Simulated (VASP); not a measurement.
Method: MS2 meta-GGA, VASP's PBE PAW potentials (set 64) (plane waves; VASP).

A VASP calculation is set up with these files.

**INCAR**
```
SYSTEM  =  KF
PREC  =  Accurate; ENCUT  =  520; LREAL  =  F
LASPH  =  T
EDIFF  =  1E-7; NELM  =  100; ALGO  =  Normal
LMIXTAU  =  T
ISMEAR  =  0; SIGMA  =  0.05
METAGGA  =  MS2
ISIF  =  2
LWAVE  =  F; LCHARG  =  F
```

File POSCAR:
```
KF
1
    0.0000000000     2.6479779505     2.6479779505
    2.6479779505     0.0000000000     2.6479779505
    2.6479779505     2.6479779505     0.0000000000
K F
1 1
Direct
  0.0000000000   0.0000000000   0.0000000000
  0.5000000000   0.5000000000   0.5000000000
```

KPOINTS:
```
Automatic mesh
0
Gamma
9 9 9
0 0 0
```

POTCAR, in this order: K_sv F (PBE.64 set). Program: vasp_std.

Output of the run:

OSZICAR:
```
       N       E                     dE             d eps       ncg     rms          rms(c)
DAV:   1     0.898767768620E+02    0.89877E+02   -0.81444E+03   840   0.124E+03
DAV:   2    -0.189712386933E+02   -0.10885E+03   -0.10084E+03  1096   0.326E+02
DAV:   3    -0.233951517039E+02   -0.44239E+01   -0.43614E+01  1180   0.593E+01
DAV:   4    -0.235273071989E+02   -0.13216E+00   -0.13159E+00  1044   0.100E+01
DAV:   5    -0.235308477248E+02   -0.35405E-02   -0.35391E-02  1104   0.147E+00    0.680E+00
DAV:   6    -0.157035390972E+02    0.78273E+01   -0.10950E+01  1016   0.334E+01    0.313E+00
DAV:   7    -0.200182099440E+02   -0.43147E+01   -0.91356E+00  1256   0.387E+01    0.643E+00
DAV:   8    -0.162762640504E+02    0.37419E+01   -0.60210E+00  1256   0.223E+01    0.221E+00
DAV:   9    -0.171914438525E+02   -0.91518E+00   -0.35068E+00  1240   0.208E+01    0.301E+00
DAV:  10    -0.179038784459E+02   -0.71243E+00   -0.51236E-01  1252   0.787E+00    0.388E+00
DAV:  11    -0.160949868067E+02    0.18089E+01   -0.21610E+00  1060   0.179E+01    0.164E+00
DAV:  12    -0.161296628313E+02   -0.34676E-01   -0.62532E-02   936   0.270E+00    0.152E+00
DAV:  13    -0.161445713361E+02   -0.14909E-01   -0.67508E-03  1252   0.114E+00    0.139E+00
DAV:  14    -0.161404742476E+02    0.40971E-02   -0.65700E-04   948   0.394E-01    0.125E+00
DAV:  15    -0.161556753896E+02   -0.15201E-01   -0.15340E-02  1108   0.184E+00    0.543E-01
DAV:  16    -0.161546056579E+02    0.10697E-02   -0.37232E-04  1324   0.233E-01    0.511E-01
DAV:  17    -0.161558673544E+02   -0.12617E-02   -0.29757E-03  1128   0.722E-01    0.257E-01
DAV:  18    -0.161535254544E+02    0.23419E-02   -0.17956E-03  1168   0.480E-01    0.144E-01
DAV:  19    -0.161533694692E+02    0.15599E-03   -0.35086E-04   904   0.312E-01    0.577E-02
DAV:  20    -0.161531671212E+02    0.20235E-03   -0.31326E-04  1324   0.210E-01    0.407E-02
DAV:  21    -0.161531670144E+02    0.10681E-06   -0.15106E-05   960   0.567E-02    0.369E-02
DAV:  22    -0.161531742324E+02   -0.72180E-05   -0.53741E-06  1104   0.326E-02    0.314E-02
DAV:  23    -0.161531771520E+02   -0.29196E-05   -0.11801E-05   884   0.572E-02    0.435E-03
DAV:  24    -0.161531779075E+02   -0.75552E-06   -0.12144E-06  1336   0.113E-02    0.351E-03
DAV:  25    -0.161531789042E+02   -0.99671E-06   -0.26696E-07   960   0.848E-03    0.105E-03
DAV:  26    -0.161531786887E+02    0.21557E-06   -0.10222E-07   720   0.512E-03    0.365E-04
DAV:  27    -0.161531788019E+02   -0.11323E-06   -0.22696E-08   504   0.198E-03    0.122E-04
DAV:  28    -0.161531788065E+02   -0.46457E-08   -0.46522E-09   484   0.874E-04
   1 F= -.16153179E+02 E0= -.16153179E+02  d E =-.163226E-11
```

### OUTCAR
```
------------------------ aborting loop because EDIFF is reached ----------------------------------------
  FORCE on cell =-STRESS in cart. coord.  units (eV):
  Direction    XX          YY          ZZ          XY          YZ          ZX
  --------------------------------------------------------------------------------------
  Total        0.2396894      0.2396894      0.2396894      0.0000000      0.0000000      0.0000000
  in kB       10.3415670     10.3415670     10.3415670      0.0000000      0.0000000      0.0000000
  external PRESSURE =      10.3415670 kB  Pullay stress =       0.0000000 kB
  volume of cell :       37.13
      direct lattice vectors                 reciprocal lattice vectors
     0.000000000  2.647977951  2.647977951    -0.188823325  0.188823325  0.188823325
     2.647977951  0.000000000  2.647977951     0.188823325 -0.188823325  0.188823325
     2.647977951  2.647977951  0.000000000     0.188823325  0.188823325 -0.188823325
  FREE ENERGIE OF THE ION-ELECTRON SYSTEM (eV)
  ---------------------------------------------------
  free  energy   TOTEN  =       -16.1531788065 eV

  energy  without entropy=      -16.1531788065  energy(sigma->0) =      -16.15317881
```
(Selected blocks of OUTCAR.)

The compound is KF in the rock salt structure. This cell is one point of a volume scan, at 0.97 of the reference volume.
